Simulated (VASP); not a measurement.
# FeO (Wuestite): hyperfine terms and field gradients, part 2 of 2

Aim: the hyperfine contact terms and the field gradients at the nuclei of FeO (Wuestite), by functional. The start is a cell from a database of measured crystal structures.

VASP 6.6.1, plane waves and PAW; the level of theory is named at each step.

So far: The structure; Local probes at PBE.

The database entry behind the starting cell differs from later determinations by our own check (inexact against later determinations), so it need not match the best structure at ambient conditions.

## (2) Local probes at PBE (continued)

Level of this step: PBE, DFT+U (Fe d 3 eV), spin-polarised from a ferromagnetic start; plane waves and PAW (Fe, O) (VASP).

For a gyromagnetic ratio of 1 MHz/T at every nucleus. The program has divided the terms by the spin of the whole cell, so they fall as a cell holds more magnetic ions. A_tot leaves out the core's term, which the program lists beside it. Hyperfine Fermi contact, by row:

```csv
atom,A_tot (MHz),core term A_1c (MHz),"contact term, their sum (MHz)"
Fe1,6.363,-11.27,-4.906
Fe2,6.363,-11.27,-4.906
O3,5.354,-0.732,4.622
O4,5.354,-0.732,4.622
```

The two shallowest core shells; atoms whose shallowest level rounds to another's at 0.01 eV are left out. Core levels, by row:

```
atom  shell  level below the Fermi level (eV)
 Fe1     3s                             88.46
 Fe1     3p                             54.55
  O3     1s                             507.2
```

Ordered as |Vzz| ≥ |Vxx| ≥ |Vyy|, the program's way. Electric field gradients, by row:

| atom | Vxx (V/Å²) | Vyy (V/Å²) | Vzz (V/Å²) | asymmetry |
| --- | --- | --- | --- | --- |
| Fe1 | -0.2 | -0.197 | 0.397 | 0.008 |
| Fe2 | -0.2 | -0.197 | 0.397 | 0.008 |
| O3 | -0.032 | -0.026 | 0.058 | 0.093 |
| O4 | -0.032 | -0.026 | 0.058 | 0.093 |

The largest gradient is 0.397 V/Å², at Fe1.

## (3) Local probes at r2SCAN

This step: r2SCAN, DFT+U (Fe d 3 eV), spin-polarised from a ferromagnetic start; plane waves and PAW (Fe, O) (VASP 6.6.1).

Field gradients probe the charge near the nuclei, so LASPH is on and the cutoff is at least 1.4 times the default of the data sets; this run is at r2SCAN. LHYPERFINE adds the spin density at the nuclei, with NGYROMAG = 1 for all, so that values scale to any isotope.

File INCAR:

```
SYSTEM = FeO
PREC = Accurate
ENCUT = 560
EDIFF = 1E-07
NELM = 100
ISMEAR = -1
SIGMA = 0.05
LREAL = .FALSE.
ALGO = Normal
METAGGA = R2SCAN
LASPH = .TRUE.
NBANDS = 26
ISPIN = 2
MAGMOM = 3 3 0 0
LDAU = .TRUE.
LDAUTYPE = 2
LDAUL = 2 -1
LDAUU = 3 0
LDAUJ = 0 0
LDAUPRINT = 1
LMAXMIX = 4
LORBIT = 11
LWAVE = .FALSE.
LCHARG = .FALSE.
KPAR = 4
LEFG = .TRUE.
LHYPERFINE = .TRUE.
NGYROMAG = 1 1
```

File POSCAR:

```
FeO
1.0
    0.0000000000      4.3108000000      4.3108000000
    2.1554000000      0.0000000000      2.1554000000
    2.1554000000      2.1554000000      0.0000000000
Fe O
2 2
Direct
    0.0000000000      0.0000000000      0.0000000000
    0.5000000000      0.0000000000      0.0000000000
    0.2500000000      0.5000000000      0.5000000000
    0.7500000000      0.5000000000      0.5000000000
```

File KPOINTS:

```
Automatic mesh
0
Gamma
12 12 12
0 0 0
```

PAW data sets: Fe and O (PBE family, release 64).

Run with:

```console
$ mpirun -np 4 vasp_std
```

Output:

```text
[banner, memory and clock lines left out]
running    4 mpi-ranks, on    1 nodes
[...]
|                                                                             |
|               ----> ADVICE to this user running VASP <----                  |
|                                                                             |
|     You enforced a specific xc type in the INCAR file but a different       |
|     [... a line on the potential file left out ...]
|     I HOPE YOU KNOW WHAT YOU ARE DOING!                                     |
|                                                                             |

 LDA part: xc-table for (None), standard interpolation
 POSCAR, INCAR and KPOINTS ok, starting setup
[...]
entering main loop
       N       E                     dE             d eps       ncg     rms          rms(c)
DAV:   1     0.234596328520E+03    0.23460E+03   -0.14407E+04 20376   0.144E+03
DAV:   2    -0.243837563930E+02   -0.25898E+03   -0.23151E+03 20054   0.324E+02
DAV:   3    -0.523984896059E+02   -0.28015E+02   -0.27110E+02 22674   0.124E+02
DAV:   4    -0.530342936700E+02   -0.63580E+00   -0.63171E+00 22128   0.191E+01
[...]
DAV:   8    -0.427593586347E+02    0.67907E-01   -0.49712E-01 28878   0.106E+01    0.106E+01
DAV:   9    -0.427506158874E+02    0.87427E-02   -0.16018E-01 25746   0.587E+00    0.104E+00
DAV:  10    -0.427517244527E+02   -0.11086E-02   -0.32115E-02 25992   0.278E+00    0.423E-01
 hard stop encountered!  aborting job ...
|                                                                             |
|           W    W    AA    RRRRR   N    N  II  N    N   GGGG   !!!           |
|           W    W   A  A   R    R  NN   N  II  NN   N  G    G  !!!           |
|           W    W  A    A  R    R  N N  N  II  N N  N  G       !!!           |
|           W WW W  AAAAAA  RRRRR   N  N N  II  N  N N  G  GGG   !            |
|           WW  WW  A    A  R   R   N   NN  II  N   NN  G    G                |
|           W    W  A    A  R    R  N    N  II  N    N   GGGG   !!!           |
|                                                                             |
|     The electronic self-consistency was not achieved in the given           |
|     number of steps (NELM). The forces and other quantities evaluated       |
|     might not be reliable so examine the results carefully. If you find     |
|     spurious results, we suggest increasing NELM, if you were close to      |
|     convergence or switching to a different ALGO or adjusting the           |
|     density mixing parameters otherwise.                                    |
|                                                                             |

 soft stop encountered!  aborting job ...
```

Run time: 4.9 min. Hardware: 4 MPI ranks of AMD EPYC 7R43, shared host.

The run was stopped at its time limit, by a STOPCAR file.

More ranks or a longer limit would be the way on.

## (4) What came out

| Property | Result |
| --- | --- |
| PBE | largest \|Vzz\| 0.397 V/Å² |

The lattice sites are cubic, so a gradient can come only from what breaks that symmetry in the run, such as the k-mesh of this cell or an uneven filling of d or f orbitals; the largest is 0.397 V/Å², at Fe1. The Hubbard term of the inputs acts at every level. The dependence on the functional was not obtained, because values were collected at one level alone. The largest contact term, with the core's share, for a gyromagnetic ratio of 1 MHz/T and divided by the spin of the whole cell: -4.91 MHz on Fe1 at PBE. At magnetic ions the core's share is large and depends on the functional. The values belong to the ordered state computed here. For isotopes with a quadrupole moment, the coupling follows from Vzz times that moment. Kohn-Sham core levels are too shallow against measured binding energies; only differences between inequivalent sites of one element, where there are any, carry meaning. The run «local probes at r2SCAN» ended without a result (time limit). All of it rests on one ferromagnetic start, which may not be the order of the real compound, and on the typed U. Not tabulated here, as repeats of values shown or as unfit to read for their mesh, reference level or band range: hyperfine terms (local probes).

[Lines on the potential files, build, host, timing and source positions are cut from VASP's logs without a mark.]

[Logs are printed without paths, hosts, clocks, repeated set-up lines and the standing remarks that a program may print on its own settings, such as how far it seeks lower states.]

[Hosts, paths, dates, database ids (printed as entryN), source tags and the programs' standing remarks are cut or masked in the printed files.]
